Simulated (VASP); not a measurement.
# ZnPb with AM05: from relaxation to properties, part 3 of 4

What structure does ZnPb take at this level, and what are its properties? The cell is invented: it takes the structure of a Materials Project entry for MgCd (space group 166 there), with all of its atoms replaced by other elements, volume scaled by an estimate. It may not be a known or stable phase.

VASP 6.6.1, plane waves and PAW; the level of theory is named at each step.

So far. Step 3 (Second relaxation): It ends with forces that vanish by symmetry and a pressure of -0.02 GPa. Step 4 (Single point with fields (AM05)): In this run the pressure is 0.05 GPa, small enough to go on; single stress components reach 0.09 GPa. The relaxed cell has a = 3.489, c = 13.285 Å (conventional setting).

**5. Bands along the symmetry lines (AM05)**

Level of this step: AM05; plane waves and PAW (Pb_d, Zn); invented cell (VASP).

Levels along the symmetry lines show where the bands peak and cross; KPOINTS_OPT computes them in the converged potential.

Input file INCAR:

```
SYSTEM = ZnPb
PREC = Accurate
ENCUT = 400
EDIFF = 1E-06
NELM = 100
ISMEAR = 1
SIGMA = 0.2
LREAL = .FALSE.
ALGO = Normal
GGA = AM
LORBIT = 11
LWAVE = .FALSE.
LCHARG = .FALSE.
```

Input file POSCAR:

```
ZnPb
1.0
    1.7443065733      1.0070755543      4.4282740905
   -1.7443065733      1.0070755543      4.4282740905
    0.0000000000     -2.0141511084      4.4282740905
Pb Zn
1 1
Direct
    0.0000000000      0.0000000000      0.0000000000
    0.5000000000      0.5000000000      0.5000000000
```

Input file KPOINTS:

```
Automatic mesh
0
Gamma
8 8 8
0 0 0
```

Input file KPOINTS_OPT:

```
Line mode
16
Line-mode
Reciprocal
  0.00000000   0.00000000   0.00000000 GAMMA
  0.50000000   0.00000000   0.00000000 L

  0.50000000   0.00000000   0.00000000 L
  0.50000000   0.20114640  -0.20114640 B1

  0.79885360   0.50000000   0.20114640 B
  0.50000000   0.50000000   0.50000000 Z

  0.50000000   0.50000000   0.50000000 Z
  0.00000000   0.00000000   0.00000000 GAMMA

  0.00000000   0.00000000   0.00000000 GAMMA
  0.35057320   0.00000000  -0.35057320 X

  0.64942680   0.35057320   0.00000000 Q
  0.50000000   0.50000000   0.00000000 F

  0.50000000   0.50000000   0.00000000 F
  0.64942680   0.64942680   0.20114640 P1

  0.64942680   0.64942680   0.20114640 P1
  0.50000000   0.50000000   0.50000000 Z

  0.50000000   0.00000000   0.00000000 L
  0.79885360   0.35057320   0.35057320 P
```

PAW data sets: Pb_d and Zn (PBE family, release 64).

Launch:

```bash
$ mpirun -np 1 vasp_std
```

The program printed:

```text
[... set-up lines as in an earlier step ...]
 entering main loop
       N       E                     dE             d eps       ncg     rms          rms(c)
[... 12 cycles as in an earlier step ...]
   1 F= -.46376664E+01 E0= -.46382928E+01  d E =0.187939E-02
 Start KPOINTS_OPT (optional k-point list driver)
k-point batch [1-65\144]
       N       E                     dE             ncg
DAV:   1     0.342270241090E+04   -0.30387E+05     2218
DAV:   2    -0.753921430202E+04   -0.10962E+05     2211
DAV:   3    -0.814824772783E+04   -0.60903E+03     2911
DAV:   4    -0.815812703139E+04   -0.98793E+01     2588
DAV:   5    -0.815856726407E+04   -0.44023E+00     3206
DAV:   6    -0.815858513306E+04   -0.17869E-01     2988
DAV:   7    -0.815858534558E+04   -0.21251E-03     3165
DAV:   8    -0.815858535014E+04   -0.45561E-05     1914
DAV:   9    -0.815858535082E+04   -0.68979E-06     1988
[...]
k-point batch [131-144\144]
       N       E                     dE             ncg
DAV:   1     0.410377290149E+05   -0.11213E+05      476
DAV:   2     0.387233090322E+05   -0.23144E+04      476
DAV:   3     0.386090042069E+05   -0.11430E+03      632
DAV:   4     0.386073517421E+05   -0.16525E+01      576
DAV:   5     0.386072904638E+05   -0.61278E-01      576
DAV:   6     0.386072854610E+05   -0.50029E-02      686
DAV:   7     0.386072854368E+05   -0.24126E-04      591
DAV:   8     0.386072854365E+05   -0.36210E-06      375
```

Wall time 2.7 min (1 MPI rank of AMD EPYC 7R43, shared host); peak memory 0.16 GiB.

OUTCAR, selected parts (step 5):

```text
   NELECT =      26.0000    total number of electrons

 E-fermi :   5.5565

[... 20 parts as in an earlier step ...]

[... 2 further parts left out ...]
```

Spin-orbit coupling is off here; it can split and shift levels that hold much weight on Pb by tenths of an eV or more.

The electronic bands at the labelled points (eV, zero at the Fermi level; # counts the bands kept in this run):

| point | #5 | #6 | #7 | #8 | #9 | #10 |
| --- | --- | --- | --- | --- | --- | --- |
| Γ | -7.22 | -7.22 | -2.33 | -1.56 | 5.71 | 5.71 |
| 0.47 of the way | -7.26 | -7.21 | -2.47 | -0.11 | 1.20 | 4.52 |
| L | -7.30 | -7.12 | -4.93 | 0.12 | 1.00 | 3.52 |
| 0.47 of the way | -7.23 | -6.99 | -4.50 | 0.07 | 0.49 | 1.49 |
| B1 | -7.21 | -6.42 | -2.98 | -2.85 | -2.00 | 2.39 |
| jump to B | -7.21 | -6.42 | -2.98 | -2.85 | -2.00 | 2.39 |
| 0.47 of the way | -7.20 | -7.09 | -5.62 | -0.12 | 1.19 | 5.90 |
| Z | -7.24 | -7.24 | -6.96 | 6.18 | 6.18 | 7.56 |
| 0.53 of the way | -7.23 | -7.23 | -5.25 | 2.32 | 5.88 | 5.88 |
| Γ | -7.22 | -7.22 | -2.33 | -1.56 | 5.71 | 5.71 |
| 0.53 of the way | -7.26 | -7.12 | -1.89 | -0.50 | 1.10 | 1.83 |
| X | -7.24 | -6.45 | -3.22 | -2.85 | -0.71 | 0.33 |
| jump to Q | -7.24 | -6.45 | -3.22 | -2.85 | -0.71 | 0.33 |
| 0.47 of the way | -7.17 | -6.39 | -3.81 | -1.87 | -1.74 | 0.44 |
| F | -7.12 | -6.41 | -4.22 | -2.18 | -1.51 | 1.91 |
| 0.47 of the way | -7.12 | -6.46 | -4.18 | -2.82 | -0.65 | 1.98 |
| P1 | -7.12 | -6.64 | -4.16 | -3.34 | 0.80 | 2.25 |
| 0.47 of the way | -7.21 | -7.15 | -5.97 | 0.13 | 3.63 | 4.49 |
| Z | -7.24 | -7.24 | -6.96 | 6.18 | 6.18 | 7.55 |
| jump to L | -7.30 | -7.12 | -4.93 | 0.12 | 1.00 | 3.52 |
| 0.47 of the way | -7.15 | -7.12 | -4.77 | -1.69 | 2.60 | 2.98 |
| P | -7.12 | -6.64 | -4.16 | -3.34 | 0.80 | 2.25 |

Of the projections kept (Pb, Zn), the largest for each band there, as a share of the weight inside these atoms' spheres; weight between the spheres isn't counted:

| point | #5 | #6 | #7 | #8 | #9 | #10 |
| --- | --- | --- | --- | --- | --- | --- |
| Γ | Zn 1.00 | Zn 1.00 | Pb 0.66 | Zn 0.63 | Pb 0.77 | Pb 0.77 |
| L | Zn 1.00 | Zn 1.00 | Zn 0.65 | Pb 0.61 | Zn 0.65 | Pb 0.92 |
| B1 | Zn 1.00 | Zn 0.62 | Zn 0.68 | Pb 0.76 | Zn 0.51 | Pb 0.58 |
| B | Zn 1.00 | Zn 0.62 | Zn 0.68 | Pb 0.76 | Zn 0.51 | Pb 0.58 |
| Z | Zn 1.00 | Zn 1.00 | Zn 0.81 | Pb 0.92 | Pb 0.92 | Zn 0.57 |
| Γ | Zn 1.00 | Zn 1.00 | Pb 0.66 | Zn 0.63 | Pb 0.77 | Pb 0.77 |

The electronic bands as a text plot (rows in eV, shown from -8.0 to 7.6 only; labels by their first letter):

```
    7.2 |                    ***                            *
    6.6 |                  **   *                          *
    5.9 |*                     *******                    * *
    5.3 |***              *   *       *                  * *
    4.6 |   *                 *  *    **                  *
    4.0 | *  *           *   *         **               ** *
    3.4 |  *  ****      *    *           *              *    **
    2.7 |              *    *     *                   **  *   ***
    2.1 |   * **  *   *    *            * *        ****        *
    1.4 |    *  *  ***      *            *****    *          *  *
    0.8 |        ****     **       *         **  *       *
    0.1 |        ***                           **    *       *
   -0.5 |   *****   **   **         *     **  **    *   *
   -1.2 |***          *               ****  **  *             *
   -1.8 |            * ***           * *  *      ***   *
   -2.5 |*****        * *            **    *  * *  **          *
   -3.1 |     *       ***           *       *  *     **         *
   -3.8 |      *     *                       ** **
   -4.4 |       *  **    *         *              *****        **
   -5.1 |        **       *                            *     **
   -5.7 |                  *      *                     *
   -6.4 |            ****   **   *            ********   **
   -7.0 |********************************************************
   -7.7 |** ************     **********  *******  ***************
         Γ       L    B|B      Z     Γ        X|Q  F P      Z|L P
```

There is no gap at this level.

**6. Total and projected DOS (AM05)**

A density of states needs more k-points than a total energy, and tetrahedra (ISMEAR = -5) or a smearing that fits the mesh; LORBIT projects the states on the PAW spheres. The mesh is finer than in the run before.

Changes to INCAR since step 5:

```diff
@@ -5,3 +5,3 @@
 NELM = 100
-ISMEAR = 1
+ISMEAR = -5
 SIGMA = 0.2
@@ -13 +13,2 @@
 LCHARG = .FALSE.
+NEDOS = 2001
```

POSCAR is that of step 5.

Input file KPOINTS:

```
Automatic mesh
0
Gamma
11 11 11
0 0 0
```

Launch:

```bash
$ mpirun -np 1 vasp_std
```

The program printed:

```text
[... set-up lines as in an earlier step ...]
 entering main loop
       N       E                     dE             d eps       ncg     rms          rms(c)
DAV:   2     0.407983399344E+01   -0.16631E+03   -0.16465E+03  4989   0.357E+02
DAV:   3    -0.458891502873E+01   -0.86687E+01   -0.86358E+01  6191   0.973E+01
DAV:   4    -0.473561664342E+01   -0.14670E+00   -0.14657E+00  5867   0.134E+01
DAV:   5    -0.474134381444E+01   -0.57272E-02   -0.57270E-02  6344   0.243E+00    0.199E+00
DAV:   6    -0.462483792224E+01    0.11651E+00   -0.66131E-01  5502   0.139E+01    0.165E+00
DAV:   7    -0.461705475138E+01    0.77832E-02   -0.46261E-02  5673   0.315E+00    0.766E-01
DAV:   8    -0.461395760659E+01    0.30971E-02   -0.65969E-03  6535   0.117E+00    0.109E-01
DAV:   9    -0.461393020973E+01    0.27397E-04   -0.76213E-04  6914   0.441E-01    0.277E-02
DAV:  10    -0.461390521805E+01    0.24992E-04   -0.13182E-04  5533   0.146E-01    0.115E-02
DAV:  11    -0.461388926775E+01    0.15950E-04   -0.18871E-05  7482   0.624E-02    0.325E-03
DAV:  12    -0.461388856557E+01    0.70218E-06   -0.19500E-06  4069   0.191E-02
   1 F= -.46138886E+01 E0= -.46138886E+01  d E =0.000000E+00
 -----------------------------------------------------------------------------
|                                                                             |
|           W    W    AA    RRRRR   N    N  II  N    N   GGGG   !!!           |
|           W    W   A  A   R    R  NN   N  II  NN   N  G    G  !!!           |
|           W    W  A    A  R    R  N N  N  II  N N  N  G       !!!           |
|           W WW W  AAAAAA  RRRRR   N  N N  II  N  N N  G  GGG   !            |
|           WW  WW  A    A  R   R   N   NN  II  N   NN  G    G                |
|           W    W  A    A  R    R  N    N  II  N    N   GGGG   !!!           |
|                                                                             |
|     Tetrahedron method does not include variations of the Fermi             |
|     occupations, so forces and stress will be inaccurate. We suggest        |
|     using a different smearing scheme ISMEAR = 1 or 2 for metals in         |
|     relaxations.                                                            |
|                                                                             |
 -----------------------------------------------------------------------------
```

It took 2.4 min on 1 MPI rank; peak memory 0.19 GiB.

From OUTCAR (step 6):

```text
   k-points           NKPTS =    146   k-points in BZ     NKDIM =    146   number of bands    NBANDS=     17

   NELECT =      26.0000    total number of electrons

 E-fermi :   5.4150

 k-point     1 :       0.0000    0.0000    0.0000
  band No.  band energies     occupation
    ...
      9      -1.7236      2.00000
     10      -1.6629      2.00000
     11      -1.6629      2.00000
     12       3.2281      2.00000
     13       4.0023      2.00000
     14      11.2674      0.00000
     15      11.2674      0.00000
     16      14.7648      0.00000
     17      14.9234      0.00000

  Total        0.0262312      0.0262311      0.0471254      0.0000000      0.0000000      0.0000000
  in kB        0.9004453      0.9004448      1.6176880      0.0000000      0.0000000      0.0000000
  external PRESSURE =       1.1395260 kB  Pullay stress =       0.0000000 kB

 POSITION                                       TOTAL-FORCE (eV/Angst)
 -----------------------------------------------------------------------------------
      0.00000      0.00000      0.00000        -0.000000      0.000000      0.000000
      0.00000      0.00000      6.64241         0.000000     -0.000000     -0.000000
 -----------------------------------------------------------------------------------
    total drift:                               -0.000000      0.000000      0.000000

  FREE ENERGIE OF THE ION-ELECTRON SYSTEM (eV)
  ---------------------------------------------------
  free  energy   TOTEN  =        -4.6138885656 eV

  energy  without entropy=       -4.6138885656  energy(sigma->0) =       -4.61388857

[... 6 parts as in an earlier step ...]

[... 10 further parts left out ...]
```

With tetrahedra the forces and stress of a metal are not exact derivatives of the energy.

This step gave:

```
irreducible k-points                                 : 146
free energy (TOTEN)                                  : -4.614 eV
Fermi energy                                         : 5.415 eV
pressure                                             : 0.1140 GPa
DOS at the Fermi level, one point of the energy grid : 0.8702 states/eV/cell
```

The density of states has structure finer than the step of the table below, so its rows give means over 0.5 eV, whole bins alone (the curve runs from -12.0 to 3.21 eV). Peaks (eV: height): total -7.16: 47.9; Zn d -7.16: 45.9.

States under -12.0 eV and over 3.2 eV are left out. Table of density of states by energy, zero at the Fermi level; means over each step; values in states/eV/cell:

| energy (eV) | total | Zn d |
| --- | --- | --- |
| -11.5 | 0.0244 | 1.2e-4 |
| -11.0 | 0.226 | 0.00137 |
| -10.5 | 0.420 | 0.00434 |
| -10.0 | 0.479 | 0.0115 |
| -9.5 | 0.522 | 0.0271 |
| -9.0 | 0.629 | 0.0673 |
| -8.5 | 1.08 | 0.239 |
| -8.0 | 0.619 | 0.175 |
| -7.5 | 1.77 | 1.65 |
| -7.0 | 17.6 | 16.7 |
| -6.5 | 1.17 | 0.748 |
| -6.0 | 0.137 | 0.00690 |
| -5.5 | 0.180 | 0.00719 |
| -5.0 | 0.225 | 0.00820 |
| -4.5 | 0.468 | 0.0256 |
| -4.0 | 0.891 | 0.0409 |
| -3.5 | 1.01 | 0.0373 |
| -3.0 | 0.605 | 0.0190 |
| -2.5 | 0.678 | 0.0153 |
| -2.0 | 0.726 | 0.0152 |
| -1.5 | 0.626 | 0.0150 |
| -1.0 | 0.902 | 0.0225 |
| -0.5 | 1.01 | 0.0260 |
| 0.0 | 0.862 | 0.0245 |
| 0.5 | 0.607 | 0.0140 |
| 1.0 | 0.836 | 0.0205 |
| 1.5 | 1.00 | 0.0246 |
| 2.0 | 1.06 | 0.0252 |
| 2.5 | 1.10 | 0.0264 |

The finer mesh and the other smearing move the Fermi level by -0.14 eV from the 8×8×8 run, one measure of the sampling error in the zero of the bands above.

**7. Independent-particle dielectric function (AM05)**

LOPTICS sums transitions from filled to empty bands. NBANDS is raised for it.

Changes to INCAR since step 6:

```diff
@@ -5,3 +5,3 @@
 NELM = 100
-ISMEAR = -5
+ISMEAR = 1
 SIGMA = 0.2
@@ -13,2 +13,5 @@
 LCHARG = .FALSE.
-NEDOS = 2001
+LOPTICS = .TRUE.
+NEDOS = 1500
+CSHIFT = 0.1
+NBANDS = 29
```

POSCAR is that of step 6.

KPOINTS is that of step 6.

Launch:

```bash
$ mpirun -np 1 vasp_std
```

The program printed:

```text
[... set-up lines as in an earlier step ...]
 entering main loop
       N       E                     dE             d eps       ncg     rms          rms(c)
DAV:   1     0.213882927689E+03    0.21388E+03   -0.98055E+03  8803   0.990E+02
DAV:   2     0.130370264503E+02   -0.20085E+03   -0.18961E+03  8564   0.274E+02
DAV:   3    -0.434241889883E+01   -0.17379E+02   -0.17233E+02  9725   0.856E+01
DAV:   4    -0.473203565645E+01   -0.38962E+00   -0.38932E+00  9985   0.130E+01
DAV:   5    -0.474308611482E+01   -0.11050E-01   -0.11049E-01 11088   0.217E+00    0.198E+00
DAV:   6    -0.462816658433E+01    0.11492E+00   -0.35662E-01 10690   0.811E+00    0.162E+00
DAV:   7    -0.461913549359E+01    0.90311E-02   -0.25452E-02 10656   0.178E+00    0.759E-01
DAV:   8    -0.461568776420E+01    0.34477E-02   -0.55129E-03 12196   0.678E-01    0.981E-02
DAV:   9    -0.461564041053E+01    0.47354E-04   -0.58851E-04 12169   0.248E-01    0.286E-02
DAV:  10    -0.461563263713E+01    0.77734E-05   -0.72047E-05 10321   0.742E-02    0.142E-02
DAV:  11    -0.461563256795E+01    0.69178E-07   -0.58248E-06 11863   0.198E-02
   1 F= -.46156326E+01 E0= -.46155409E+01  d E =-.274958E-03
 optical routines
 imaginary and real dielectric function
 recalculating local potential from charge density
 direction            1
 direction            2
 direction            3
```

It took 4 min on 1 MPI rank; peak memory 0.37 GiB.

From OUTCAR (step 7):

```text
   k-points           NKPTS =    146   k-points in BZ     NKDIM =    146   number of bands    NBANDS=     29

   NELECT =      26.0000    total number of electrons

 E-fermi :   5.4644

 k-point     1 :       0.0000    0.0000    0.0000
  band No.  band energies     occupation
    ...
      9      -1.7193      2.00000
     10      -1.6577      2.00000
     11      -1.6577      2.00000
     12       3.2270      2.00000
     13       4.0029      2.00000
     14      11.2660      0.00000
     15      11.2660      0.00000
     16      14.7672      0.00000
     17      14.9239      0.00000
     18      14.9239      0.00000
    ...

  Total        0.0820120      0.0820119     -0.0510576      0.0000000     -0.0000000      0.0000000
  in kB        2.8152523      2.8152505     -1.7526707      0.0000000     -0.0000000      0.0000000
  external PRESSURE =       1.2926107 kB  Pullay stress =       0.0000000 kB

  FREE ENERGIE OF THE ION-ELECTRON SYSTEM (eV)
  ---------------------------------------------------
  free  energy   TOTEN  =        -4.6156325680 eV

  energy  without entropy=       -4.6153576100  energy(sigma->0) =       -4.61554092

 plasma frequency squared (from intraband transitions) (eV^2)
  --------------------------------------------------------------------------------------
      62.041       0.000       0.000
       0.000      62.041       0.000
       0.000       0.000     121.461

[... 8 parts as in an earlier step ...]

[... 9 further parts left out ...]
```

The imaginary part turns negative at the lowest energies, an artefact of Methfessel-Paxton occupations outside 0 and 1. These are independent-particle spectra without excitons or local fields. Fine structure and low peaks depend on the mesh and on CSHIFT. The intraband (Drude) part is not in this spectrum.

Numbers from this step:

- SCF cycles: 11
- bands: 29
- free energy (TOTEN): -4.616 eV
- energy at zero smearing: -4.616 eV
- Fermi energy: 5.464 eV
- pressure: 0.1293 GPa

Imaginary dielectric function against photon energy; read off at these points:

| photon energy (eV) | xx | zz |
| --- | --- | --- |
| 0 | 0 | 0 |
| 1 | 31.7 | 41.2 |
| 2 | 25.6 | 35.3 |
| 3 | 8.72 | 10.0 |
| 4 | 5.24 | 4.26 |
| 5 | 1.95 | 1.44 |
| 6 | 1.26 | 0.980 |
| 7 | 0.659 | 0.719 |
| 8 | 0.636 | 0.844 |
| 9 | 0.740 | 0.773 |
| 10 | 0.702 | 0.607 |
| 11 | 0.607 | 0.495 |
| 12 | 0.419 | 0.341 |
| 13 | 0.388 | 0.317 |
| 14 | 0.390 | 0.325 |
| 15 | 0.428 | 0.343 |
| 16 | 0.355 | 0.314 |
| 17 | 0.519 | 0.560 |
| 18 | 0.461 | 0.424 |
| 19 | 0.478 | 0.542 |
| 20 | 0.458 | 0.499 |
| 21 | 0.385 | 0.417 |
| 22 | 0.376 | 0.395 |
| 23 | 0.363 | 0.318 |
| 24 | 0.376 | 0.260 |

Real dielectric function against photon energy:

| photon energy (eV) | xx | zz |
| --- | --- | --- |
| 0 | 19.0 | 26.5 |
| 1 | 23.4 | 47.3 |
| 2 | 0.652 | -2.32 |
| 3 | -4.08 | -8.36 |
| 4 | -4.25 | -7.15 |
| 5 | -2.74 | -3.02 |
| 6 | -1.65 | -1.75 |
| 7 | -0.567 | -0.610 |
| 8 | -0.0628 | -0.172 |
| 9 | 0.221 | 0.00988 |
| 10 | 0.493 | 0.0552 |
| 11 | 0.171 | 0.269 |
| 12 | 0.454 | 0.418 |
| 13 | 0.589 | 0.533 |
| 14 | 0.746 | 0.687 |
| 15 | 0.691 | 0.757 |
| 16 | 0.784 | 0.824 |
| 17 | 0.940 | 1.03 |
| 18 | 0.817 | 0.778 |
| 19 | 0.841 | 0.904 |
| 20 | 0.778 | 0.732 |
| 21 | 0.762 | 0.729 |
| 22 | 0.836 | 0.740 |
| 23 | 0.866 | 0.759 |
| 24 | 0.859 | 0.826 |

**8. Elastic tensor by finite strains (AM05)**

IBRION = 6 with ISIF = 3 strains the cell both ways at fixed fractional positions, and adds the ions' share afterwards from the force constants. Stress converges slowly with the basis, so the cutoff is raised.

Input file INCAR:

```
SYSTEM = ZnPb
PREC = Accurate
ENCUT = 500
EDIFF = 1E-07
NELM = 100
ISMEAR = 1
SIGMA = 0.2
LREAL = .FALSE.
ALGO = Normal
GGA = AM
LORBIT = 11
LWAVE = .FALSE.
LCHARG = .FALSE.
IBRION = 6
NFREE = 2
POTIM = 0.015
ISIF = 3
NSW = 1
```

POSCAR is that of step 7.

Input file KPOINTS:

```
Automatic mesh
0
Gamma
8 8 8
0 0 0
```

Launch:

```bash
$ mpirun -np 1 vasp_std
```

The program printed:

```text
[... set-up lines as in an earlier step ...]
 entering main loop
       N       E                     dE             d eps       ncg     rms          rms(c)
DAV:   1     0.184913430845E+03    0.18491E+03   -0.13137E+04  2210   0.197E+03
DAV:   2     0.490284620514E+01   -0.18001E+03   -0.17809E+03  2218   0.383E+02
DAV:   3    -0.459413228075E+01   -0.94970E+01   -0.94645E+01  2756   0.104E+02
DAV:   4    -0.476132581476E+01   -0.16719E+00   -0.16715E+00  2629   0.145E+01
[...]
DAV:  11    -0.463916970817E+01    0.63714E-06   -0.17164E-05  3347   0.579E-02    0.349E-03
DAV:  12    -0.463916985155E+01   -0.14339E-06   -0.16886E-06  2442   0.161E-02    0.203E-03
DAV:  13    -0.463916984621E+01    0.53369E-08   -0.92722E-08  1640   0.407E-03
   1 F= -.46391698E+01 E0= -.46397967E+01  d E =0.188058E-02
[... from here on, the cycles between the ionic steps are left out ...]
   2 F= -.46381185E+01 E0= -.46385284E+01  d E =0.122968E-02
   3 F= -.46359831E+01 E0= -.46366107E+01  d E =0.188288E-02
   4 F= -.46380911E+01 E0= -.46385183E+01  d E =0.128169E-02
   5 F= -.46360027E+01 E0= -.46365682E+01  d E =0.169636E-02
   6 F= -.46373276E+01 E0= -.46381312E+01  d E =0.241090E-02
   7 F= -.46348156E+01 E0= -.46348333E+01  d E =0.529968E-04
[...]
hard stop encountered!  aborting job ...
[...]
|     The electronic self-consistency was not achieved in the given           |
[...]
soft stop encountered!  aborting job ...
   8 F= -.46424740E+01 E0= -.46430160E+01  d E =0.162604E-02
 deleting file STOPCAR
```

Elapsed: 21 min, on 1 MPI rank; peak memory 0.35 GiB.

The run was stopped at its time limit, by a STOPCAR file.

More ranks or a longer limit might have been enough; this was not tried.

(Part 3 of 4 ends here.)

[Lines on the potential files, build, host, timing and source positions are cut from VASP's logs without a mark.]

[Logs are printed without paths, hosts, clocks, repeated set-up lines and the standing remarks that a program may print on its own settings, such as how far it seeks lower states.]

[Hosts, paths, dates, database ids (printed as entryN), source tags and the programs' standing remarks are cut or masked in the printed files.]

[A measured line is paired with the nearest computed mode of its activity, which favours agreement.]

[In band tables of VASP the shares of atoms and orbitals are scaled to a sum of 1 inside the atoms' spheres.]
